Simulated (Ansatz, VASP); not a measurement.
Given: the input of a run of Ansatz 0.2.0 on CsBa3.

File input.yaml:

```yaml
crystal:
  lattice:
    - [6.7339013556, 0.0, 0.0]
    - [0.0, 6.7339013556, 0.0]
    - [0.0, 0.0, 6.7339013556]
  atoms:
    - { symbol: Ba, position: [0.5, 0.5, 0.0] }
    - { symbol: Ba, position: [0.5, 0.0, 0.5] }
    - { symbol: Ba, position: [0.0, 0.5, 0.5] }
    - { symbol: Cs, position: [0.0, 0.0, 0.0] }
hamiltonian:
  xc: pbe
  pseudopotentials: { kind: paw }
kpoints:
  mp_grid: { grid: [4, 4, 4] }
scf:
  occupations: { method: fermi_dirac, width: 0.05 }
output:
  forces: true
  stress: true
  eigenvalues: true
```

Potentials or basis: Ansatz PAW.

Command:

```bash
$ ansatz run input.yaml --threads 2 --pin off --max-ram 5120MiB --backend cpu --events-out ev --progress --plain --runs-dir out
```

**Question.** Set up the same calculation for VASP 6.6.1. Potentials there: VASP PAW PBE potentials, release 64 (Ba_sv, Cs_sv).

**Answer.** As run (the cutoff follows the program's own potentials):

File INCAR:

```
PREC = Accurate
ENCUT = 520
EDIFF = 1E-7
ISMEAR = -1
SIGMA = 0.05
LREAL = F
LASPH = T
NELM = 60
ALGO = Normal
ISIF = 2
LWAVE = F
LCHARG = F
GGA = PE
NBANDS = 28
```

File KPOINTS:

```
regular mesh
0
Gamma
  4 4 4
```

POSCAR

```
CsBa3
1.0
    6.7339013556      0.0000000000      0.0000000000
    0.0000000000      6.7339013556      0.0000000000
    0.0000000000      0.0000000000      6.7339013556
Ba Cs
3 1
Direct
    0.5000000000      0.5000000000      0.0000000000
    0.5000000000      0.0000000000      0.5000000000
    0.0000000000      0.5000000000      0.5000000000
    0.0000000000      0.0000000000      0.0000000000
```

Potentials or basis: VASP PAW PBE potentials, release 64 (Ba_sv, Cs_sv).

The run is started by

```console
$ cat potpaw_PBE.64/Ba_sv/POTCAR potpaw_PBE.64/Cs_sv/POTCAR > POTCAR
$ mpirun -np 1 vasp_std > vasp.out
```

Both were run:

|  | VASP | Ansatz | Ansatz less VASP |
| --- | --- | --- | --- |
| gap on the k mesh at the Fermi level (eV) | none | none | - |
| pressure (GPa) | -0.3 | -0.4 | -0.01 |

A gap of «none» marks a metal or a gap that the smearing closes.

Spin-orbit coupling is left out, which matters for the levels of Ba, Cs.
